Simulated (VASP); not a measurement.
# Ge3B2C3 (R3m) in VASP: single point with PBE

Aim: the single point of Ge3B2C3 with PBE.

Program: VASP 6.6.1. These are calculated values, not measurements. Logs are shortened: lines on timing, memory, paths and dates and some standing lists are left out, and cuts for length are marked.

## 1. The crystal as given

Symmetry: R3m, No. 160, trigonal system. The conventional cell has a = 6.230 Å, b = 6.230 Å, c = 7.965 Å, α = 90.00°, β = 90.00°, γ = 120.00°. Ge (site symmetry m) has 3 C at 1.98 to 2.01 Å and 1 B at 2.09 Å as nearest neighbours. Around B (site symmetry 3m) lie 3 C at 1.71 Å and 1 B at 1.76 Å. Around B (site symmetry 3m) lie 1 B at 1.76 Å. Around C (site symmetry m) lie 1 B at 1.71 Å.

The cell was built by a generator and needn't be a form met in nature.

## 2. Single point, PBE

Contents of INCAR:

```
  PREC = Normal
  ENCUT = 520
  EDIFF = 1E-5
  ISMEAR = 0
  SIGMA = 0.15
  LREAL = Auto
  LASPH = True
  NELM = 80
  ALGO = Fast
  ISIF = 2
  LWAVE = False
  LCHARG = False
  GGA = PE
  NBANDS = 40
```

Contents of KPOINTS:

```
Automatic mesh
0
Gamma
  5 5 5
```

Contents of POSCAR:

```
Ge3B2C3
1.0
    3.1149790000      1.7984340000      2.6551400000
   -3.1149790000      1.7984340000      2.6551400000
    0.0000000000     -3.5968680000      2.6551400000
Ge B C
3 2 3
Direct
    0.9960200000      0.4892770000      0.4892770000
    0.4892770000      0.9960200000      0.4892770000
    0.4892770000      0.4892770000      0.9960200000
    0.0074180000      0.0074180000      0.0074180000
    0.7862130000      0.7862130000      0.7862130000
    0.2272330000      0.2272330000      0.7777250000
    0.2272330000      0.7777250000      0.2272330000
    0.7777250000      0.2272330000      0.2272330000
```

Potentials or basis: VASP PAW PBE potentials, release 64 (Ge_d, B, C).

The run is started by

```console
$ cat potpaw_PBE.64/Ge_d/POTCAR potpaw_PBE.64/B/POTCAR potpaw_PBE.64/C/POTCAR > POTCAR
$ mpirun -np 1 vasp_std > vasp.out
```

OUTCAR:

```text
PREC = Normal
   ENCUT = 520
   EDIFF = 1E-5
   ISMEAR = 0
   LREAL = Auto
   LASPH = True
   NELM = 80
   ISIF = 2
   GGA = PE

 ion  position               nearest neighbor table
   1  0.996  0.489  0.489-   8 1.98   6 2.01   7 2.01   5 2.09
   2  0.489  0.996  0.489-   7 1.98   6 2.01   8 2.01   5 2.09
   3  0.489  0.489  0.996-   6 1.98   7 2.01   8 2.01   5 2.09
   4  0.007  0.007  0.007-   7 1.71   8 1.71   6 1.71   5 1.76
   5  0.786  0.786  0.786-   4 1.76   2 2.09   1 2.09   3 2.09
   6  0.227  0.227  0.778-   4 1.71   3 1.98   1 2.01   2 2.01
   7  0.227  0.778  0.227-   4 1.71   2 1.98   3 2.01   1 2.01
   8  0.778  0.227  0.227-   4 1.71   1 1.98   3 2.01   2 2.01

  LATTYP: Found a trigonal (rhomboedric) cell.
 ALAT       =     4.4707077548
 COS(alpha) =     0.0290705007

  Lattice vectors:

 A1 = (   3.1149790000,   1.7984340000,   2.6551400000)
 A2 = (  -3.1149790000,   1.7984340000,   2.6551400000)
 A3 = (   0.0000000000,  -3.5968680000,   2.6551400000)

Analysis of symmetry for initial positions (statically):
=====================================================================
 Subroutine PRICEL returns:
 Original cell was already a primitive cell.

 Routine SETGRP: Setting up the symmetry group for a
 trigonal (rhombohedral) supercell.

 Subroutine GETGRP returns: Found  6 space group operations
 (whereof  6 operations were pure point group operations)
 out of a pool of 12 trial point group operations.

The static configuration has the point symmetry C_3v.

Analysis of symmetry for dynamics (positions and initial velocities):
=====================================================================
 Subroutine PRICEL returns:
 Original cell was already a primitive cell.

 Routine SETGRP: Setting up the symmetry group for a
 trigonal (rhombohedral) supercell.

 Subroutine GETGRP returns: Found  6 space group operations
 (whereof  6 operations were pure point group operations)
 out of a pool of 12 trial point group operations.

The dynamic configuration has the point symmetry C_3v.

 Subroutine INISYM returns: Found  6 space group operations
 (whereof  6 operations are pure point group operations),
 and found     1 'primitive' translations

----------------------------------------------------------------------------------------

                                     Primitive cell

  volume of cell :      89.2459

  direct lattice vectors                    reciprocal lattice vectors
     3.114979000  1.798434000  2.655140000     0.160514726  0.092673218  0.125542658
    -3.114979000  1.798434000  2.655140000    -0.160514726  0.092673218  0.125542658
     0.000000000 -3.596868000  2.655140000     0.000000000 -0.185346437  0.125542658

  length of vectors
     4.470707712  4.470707712  4.470707755     0.223862149  0.223862149  0.223862146

  position of ions in fractional coordinates (direct lattice)
     0.996020000  0.489277000  0.489277000
     0.489277000  0.996020000  0.489277000
     0.489277000  0.489277000  0.996020000
     0.007418000  0.007418000  0.007418000
     0.786213000  0.786213000  0.786213000
     0.227233000  0.227233000  0.777725000
     0.227233000  0.777725000  0.227233000
     0.777725000  0.227233000  0.227233000

  ion indices of the primitive-cell ions
   primitive index   ion index
                 1           1
                 2           2
                 3           3
                 4           4
                 5           5
                 6           6
                 7           7
                 8           8

----------------------------------------------------------------------------------------

 KPOINTS: Automatic mesh

Automatic generation of k-mesh.
 Grid dimensions read from file:
 generate k-points for:    5    5    5

 Generating k-lattice:

  Cartesian coordinates                     Fractional coordinates (reciprocal lattice)
     0.032102945  0.018534644  0.025108532     0.200000000  0.000000000  0.000000000
    -0.032102945  0.018534644  0.025108532     0.000000000  0.200000000  0.000000000
     0.000000000 -0.037069287  0.025108532     0.000000000  0.000000000  0.200000000

  Length of vectors
     0.044772430  0.044772430  0.044772429

  Shift w.r.t. Gamma in fractional coordinates (k-lattice)
     0.000000000  0.000000000  0.000000000

 Subroutine IBZKPT returns following result:
 ===========================================

 Found     19 irreducible k-points:

 Following reciprocal coordinates:
            Coordinates               Weight
  0.000000  0.000000  0.000000      1.000000
  0.200000  0.000000  0.000000      6.000000
  0.400000  0.000000  0.000000      6.000000
  0.200000  0.200000 -0.000000      6.000000
  0.400000  0.200000 -0.000000     12.000000
 -0.400000  0.200000  0.000000     12.000000
[... 11 lines left out ...]
  0.400000  0.400000  0.400000      2.000000
 -0.400000  0.400000  0.400000      6.000000
   k-points           NKPTS =     19   k-points in BZ     NKDIM =     19   number of bands    NBANDS=     40
   number of dos      NEDOS =    301   number of ions     NIONS =      8
   total plane-waves  NPLWV =  21952
   dimension x,y,z NGX =    28 NGY =   28 NGZ =   28
   dimension x,y,z NGXF=    56 NGYF=   56 NGZF=   56
   ions per type =               3   2   3
   NGX,Y,Z   is equivalent  to a cutoff of  10.41, 10.41, 10.41 a.u.
   NGXF,Y,Z  is equivalent  to a cutoff of  20.82, 20.82, 20.82 a.u.
 SYSTEM =  unknown system
   PREC   = normal    normal or accurate (medium, high low for compatibility)
   ISTART =      0    job   : 0-new  1-cont  2-samecut
   ICHARG =      2    charge: 1-file 2-atom 10-const
   ISPIN  =      1    spin polarized calculation?
   LNONCOLLINEAR =      F non collinear calculations
   LSORBIT =      F    spin-orbit coupling
   LASPH  =      T    aspherical Exc in radial PAW
   ENCUT  =  520.0 eV  38.22 Ry    6.18 a.u.   8.31  8.31  8.31*2*pi/ulx,y,z
   NELM   =     80;   NELMIN=  2; NELMDL= -5     # of ELM steps
   EDIFF  = 0.1E-04   stopping-criterion for ELM
   LREAL  =      T    real-space projection
   EDIFFG = 0.1E-03   stopping-criterion for IOM
   NSW    =      0    number of steps for IOM
   IBRION =     -1    ionic relax: 0-MD 1-quasi-New 2-CG
   NFREE  =      0    steps in history (QN), initial steepest desc. (CG)
   ISIF   =      2    stress and relaxation
   ISYM   =      2    0-nonsym 1-usesym 2-fastsym
   POTIM  = 0.5000    time-step for ionic-motion
   TEBEG  =    0.0;   TEEND  =   0.0 temperature during run
   PSTRESS=    0.0 pullay stress
   NELECT =      60.0000    total number of electrons
   NUPDOWN=      -1.0000    fix difference up-down
   EMIN   =  10.00;   EMAX   =-10.00  energy-range for DOS
   EFERMI =   0.00;   METHOD = LEGACY
   ISMEAR =     0;   SIGMA  =   0.15  broadening in eV -4-tet -1-fermi 0-gaus
   EFERMI_NEDOS =   21; number of points for ismear=-14 and -15
   IALGO  =     68    algorithm
   IMIX   =      4    mixing-type and parameters
     AMIX     =   0.40;   BMIX     =  1.00
     AMIX_MAG =   1.60;   BMIX_MAG =  1.00
  volume/ion in A,a.u.               =      11.16        75.28
  Fermi-wavevector in a.u.,A,eV,Ry     =   1.434154  2.710158 27.984435  2.056798
  Thomas-Fermi vector in A             =   2.553594
   LORBIT       =      0    0 simple, 1 ext, 2 COOP (PROOUT), +10 PAW based schemes
   GGA     = PE    functional components
   LHFCALC =     F    Hartree Fock is set to
   AEXX    =    0.0000 exact exchange contribution
   IVDW    =     0    specifies the selected vdW correction
   LEPSILON=     F    determine dielectric tensor
   LRPA    =     F    only Hartree local field effects (RPA)
 non-spin polarized calculation
 RMM-DIIS sequential band-by-band and
 Gauss-broadening in eV      SIGMA  =   0.15
  energy-cutoff  :      520.00
  volume of cell :       89.25
 maximum number of plane-waves:      2427
   NGX = 17   NGY = 17   NGZ = 17

 number of electron      59.9999979 magnetization

 Free energy of the ion-electron system (eV)
  ---------------------------------------------------
  ext. energy  EPLUGINS =         0.00000000
  ---------------------------------------------------
  free energy    TOTEN  =       -49.84890987 eV

  energy without entropy =      -49.80454514  energy(sigma->0) =      -49.82672751

 E-fermi :   6.3535     XC(G=0): -11.5741

 val. band max:        6.3161325820   @ k =  -0.2000   0.4000   0.2000
 cond. band min:       6.3726986822   @ k =  -0.4000   0.4000   0.0000
 fundamental gap:      0.0565661001
 Fermi energy:         6.3534983448

 k-point     1 :       0.0000    0.0000    0.0000
  band No.  band energies     occupation
      1     -17.8793      2.00000
      2     -17.8793      2.00000
      3     -17.8768      2.00000
      4     -17.8243      2.00000
      5     -17.7828      2.00000
      6     -17.7828      2.00000
[... 32 lines left out ...]
     39      12.9884      0.00000
     40      13.0869      0.00000

 k-point     2 :       0.2000    0.0000    0.0000
  band No.  band energies     occupation
      1     -17.8774      2.00000
      2     -17.8695      2.00000
      3     -17.8675      2.00000
      4     -17.8189      2.00000
      5     -17.7883      2.00000
      6     -17.7838      2.00000
[... 32 lines left out ...]
     39      12.7775      0.00000
     40      13.9457      0.00000

 k-point     3 :       0.4000    0.0000    0.0000
  band No.  band energies     occupation
      1     -17.8747      2.00000
      2     -17.8466      2.00000
      3     -17.8433      2.00000
      4     -17.8095      2.00000
      5     -17.8035      2.00000
      6     -17.7938      2.00000
[... 32 lines left out ...]
     39      14.4135      0.00000
     40      15.3951      0.00000

 k-point     4 :       0.2000    0.2000   -0.0000
  band No.  band energies     occupation
      1     -17.8704      2.00000
      2     -17.8660      2.00000
      3     -17.8640      2.00000
      4     -17.8135      2.00000
      5     -17.7888      2.00000
      6     -17.7861      2.00000
[... 32 lines left out ...]
     39      13.3754      0.00000
     40      13.4962      0.00000
[... 557 lines left out ...]
     39      13.9063      0.00000
     40      14.1766      0.00000

 k-point    18 :       0.4000    0.4000    0.4000
  band No.  band energies     occupation
      1     -17.8504      2.00000
      2     -17.8498      2.00000
      3     -17.8498      2.00000
      4     -17.8083      2.00000
      5     -17.8081      2.00000
      6     -17.8081      2.00000
[... 32 lines left out ...]
     39      14.2713      0.00000
     40      14.3333      0.00000

 k-point    19 :      -0.4000    0.4000    0.4000
  band No.  band energies     occupation
      1     -17.8517      2.00000
      2     -17.8448      2.00000
      3     -17.8423      2.00000
      4     -17.8153      2.00000
      5     -17.8084      2.00000
      6     -17.8077      2.00000
[... 32 lines left out ...]
     39      13.8727      0.00000
     40      14.1262      0.00000

------------------------ aborting loop because EDIFF is reached ----------------------------------------

  FORCE on cell =-STRESS in cart. coord.  units (eV):
  Direction    XX          YY          ZZ          XY          YZ          ZX
  --------------------------------------------------------------------------------------
  -------------------------------------------------------------------------------------
  Total        0.0762099      0.0762099     -0.1189556      0.0000000      0.0000000      0.0000000
  in kB        1.3681502      1.3681503     -2.1355375      0.0000000      0.0000000      0.0000000
  external PRESSURE =       0.2002543 kB  Pullay stress =       0.0000000 kB

 VOLUME and BASIS-vectors are now :
 -----------------------------------------------------------------------------
  energy-cutoff  :      520.00
  volume of cell :       89.25
      direct lattice vectors                 reciprocal lattice vectors
     3.114979000  1.798434000  2.655140000     0.160514726  0.092673218  0.125542658
    -3.114979000  1.798434000  2.655140000    -0.160514726  0.092673218  0.125542658
     0.000000000 -3.596868000  2.655140000     0.000000000 -0.185346437  0.125542658

 POSITION                                       TOTAL-FORCE (eV/Angst)
 -----------------------------------------------------------------------------------
      1.57849      0.91134      5.24277         0.003125      0.001804      0.001529
     -1.57849      0.91134      5.24277        -0.003125      0.001804      0.001529
      0.00000     -1.82269      5.24277         0.000000     -0.003608      0.001529
      0.00000      0.00000      0.05909         0.000000     -0.000000      0.017194
      0.00000      0.00000      6.26252         0.000000     -0.000000     -0.009908
      0.00000     -1.98005      3.27164         0.000000     -0.020532     -0.003957
     -1.71477      0.99002      3.27164        -0.017781      0.010266     -0.003957
      1.71477      0.99002      3.27164         0.017781      0.010266     -0.003957
 -----------------------------------------------------------------------------------
    total drift:                               -0.000000     -0.000004     -0.006320

  FREE ENERGIE OF THE ION-ELECTRON SYSTEM (eV)
  ---------------------------------------------------
  free  energy   TOTEN  =       -49.8489098674 eV

  energy  without entropy=      -49.8045451444  energy(sigma->0) =      -49.82672751
```

Wall time 23 s (1 thread of Intel Xeon 6975P-C (Granite Rapids), shared host); peak memory 0.18 GiB.

Results:

| Quantity | Value |
| --- | --- |
| Free energy | -49.8489 eV |
| Pressure | 0.0 GPa |
| Largest force | 0.021 eV/Å |
| Band gap on the k mesh | none (metal or under the smearing width) |

Forces in eV/Å, atoms in the order of the input:
```
Ge   0.003  0.002  0.002
Ge  -0.003  0.002  0.002
Ge   0.000 -0.004  0.002
B    0.000  0.000  0.017
B    0.000  0.000 -0.010
C    0.000 -0.021 -0.004
C   -0.018  0.010 -0.004
C    0.018  0.010 -0.004
```

Stress tensor (GPa, compression positive):
```
 0.14  0.00  0.00
 0.00  0.14  0.00
 0.00  0.00 -0.21
```
